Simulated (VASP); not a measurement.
The input files of a VASP run:

**INCAR**
```
SYSTEM = Y
PREC = Accurate
ENCUT = 520
EDIFF = 1E-6
NELM = 100
ALGO = Normal
LREAL = .FALSE.
LASPH = .TRUE.
ISMEAR = 1
SIGMA = 0.1
GGA = PE
IVDW = 11
LMAXMIX = 4
LWAVE = .FALSE.
LCHARG = .FALSE.
IBRION = 2
ISIF = 3
NSW = 60
EDIFFG = -0.01
```

KPOINTS:
```
Automatic mesh
0
Gamma
11 11 6
0 0 0
```

File POSCAR:
```
Y
1.0
  1.8074294073  -3.1305598326   0.0000000000
  1.8074294073   3.1305598326   0.0000000000
  0.0000000000   0.0000000000   5.5553435909
Y
2
Cart
  1.8074294073   1.0435220312   1.3888358977
  1.8074294073  -1.0435220312   4.1665076932
```

POTCAR, in this order: Y_sv (PBE.64 set). Program: vasp_std.

Problem. Translate this PBE-D3 (zero damping) calculation to Quantum ESPRESSO's pw.x.

Solution. One equivalent input (not run):
```
&CONTROL
  calculation = 'vc-relax'
  pseudo_dir = './pseudo'
  outdir = './out'
  tprnfor = .true.
  tstress = .true.
  nstep = 60
  forc_conv_thr = 0.00039
/
&SYSTEM
  ibrav = 0
  nat = 2
  ntyp = 1
  ecutwfc = 72
  occupations = 'smearing'
  smearing = 'methfessel-paxton'
  degauss = 0.00735
  input_dft = 'pbe'
  vdw_corr = 'grimme-d3'
  dftd3_version = 3
  dftd3_threebody = .false.
/
&ELECTRONS
  conv_thr = 7.3e-08
  electron_maxstep = 100
/
&IONS
/
&CELL
/
ATOMIC_SPECIES
  Y 88.906 Y.upf
CELL_PARAMETERS angstrom
     1.8074294   -3.1305598    0.0000000
     1.8074294    3.1305598   -0.0000000
    -0.0000000   -0.0000000    5.5553436
ATOMIC_POSITIONS crystal
  Y    0.3333330  0.6666670  0.2500000
  Y    0.6666670  0.3333330  0.7500000
K_POINTS automatic
  11 11 6 0 0 0
```
The two are equivalent in intent, not identical: the potentials are each code's own (VASP's PAW set, PseudoDojo norm-conserving files in pw.x), so ENCUT and ecutwfc are chosen apart and not converted; conv_thr bounds pw.x's estimated SCF error, while EDIFF bounds the energy change between steps; forc_conv_thr acts on force components and is met together with etot_conv_thr.

The compound is Y in the hcp structure. This run relaxes it. Symmetry was kept, so distortions that lower it aren't found. The start is the result of an earlier pass.
